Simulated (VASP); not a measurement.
All values below come from PBE GGA, VASP's PBE PAW potentials (set 64) (plane waves; VASP).

VASP ran on this input.

**KPOINTS**
```
Automatic mesh
0
Gamma
11 11 11
0 0 0
```

INCAR:
```
LREAL=.FALSE.
ALGO=Normal   # blocked Davidson
PREC=Accurate
LASPH=.TRUE.
IBRION=2   # conjugate gradients
LCHARG=.FALSE.
SIGMA=0.1
NSW=60
ENCUT=400   # plane-wave cut-off (eV)
NELM=100
ISIF=3
GGA=PE
LWAVE=.FALSE.
LMAXMIX=6   # l cut-off of mixed one-centre charges
SYSTEM=Yb
EDIFF=1E-6   # SCF stop (eV)
ISMEAR=1
EDIFFG=-0.01   # ionic stop
```

### POSCAR
```
Yb
1
    0.0000000000     2.7114732558     2.7114732558
    2.7114732558     0.0000000000     2.7114732558
    2.7114732558     2.7114732558     0.0000000000
Yb
1
Direct
  0.0000000000   0.0000000000   0.0000000000
```

POTCAR, in this order: Yb_2 (PBE.64 set). Program: vasp_std.

The 4f electrons are frozen in the core of the lanthanide potential, so 4f levels, which can set the real gap, and their magnetism are missing.

### Question
What does the run give for the energy per atom (σ→0)?

### Answer

```json
{
 "energy per atom (σ→0)": "-1.468 eV/atom"
}
```

OSZICAR:
```
...
DAV:   4    -0.145462845416E+01   -0.50928E-04   -0.50928E-04  1320   0.155E-01
DAV:   5    -0.145462853968E+01   -0.85522E-07   -0.85380E-07  1184   0.408E-03    0.771E+00
DAV:   6    -0.146312811793E+01   -0.84996E-02   -0.11045E-03  1104   0.312E-01    0.462E+00
DAV:   7    -0.146791740620E+01   -0.47893E-02   -0.23801E-03  1080   0.484E-01    0.528E-02
DAV:   8    -0.146792137710E+01   -0.39709E-05   -0.55468E-05  1024   0.736E-02    0.153E-02
DAV:   9    -0.146792306940E+01   -0.16923E-05   -0.58754E-06  1288   0.244E-02    0.348E-03
DAV:  10    -0.146792210374E+01    0.96566E-06   -0.23776E-06   968   0.122E-02
   1 F= -.14679221E+01 E0= -.14679426E+01  d E =-.146792E+01
```

The compound is Yb in the fcc structure. It was relaxed first. The start is the result of an earlier pass.
